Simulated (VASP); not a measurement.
Consider the following.

```
CELL_PARAMETERS angstrom
      0.00000     3.05238     3.05238
      3.05238     0.00000     3.05238
      3.05238     3.05238     0.00000
ATOMIC_POSITIONS crystal
  Pb 0.00000 0.00000 0.00000
  Se 0.50000 0.50000 0.50000
```

The numbers are results of PBEsol GGA, VASP's PBE PAW potentials (set 64) (plane waves; VASP), not measurements. Run with 520 eV cut-off, 8×8×8 Γ-centred mesh, Gaussian smearing of 0.050 eV, potentials Pb_d Se.

Give the energy at these volumes per atom, relative to the lowest: 26.67, 27.52, 28.37, 29.22, 30.08 Å³.

20.1, 5.2, 0.0, 3.5, 14.3 meV/atom. A third-order Birch-Murnaghan fit gives B0 = 53.1 GPa and B0′ = 3.5.

Measured: a 6.105 Å at 120 K (computed value off by -0.0 %), as given by Noda, Masumoto, Ohba, Saito, Toriumi, Iwata, Shibuya, Acta Cryst. C 43, 1443 (1987), by a structure database's card. The calculation is for a static lattice, while the measured a holds thermal and zero-point effects, which are part of the difference.

The compound is PbSe in the rock salt structure. It was relaxed first.
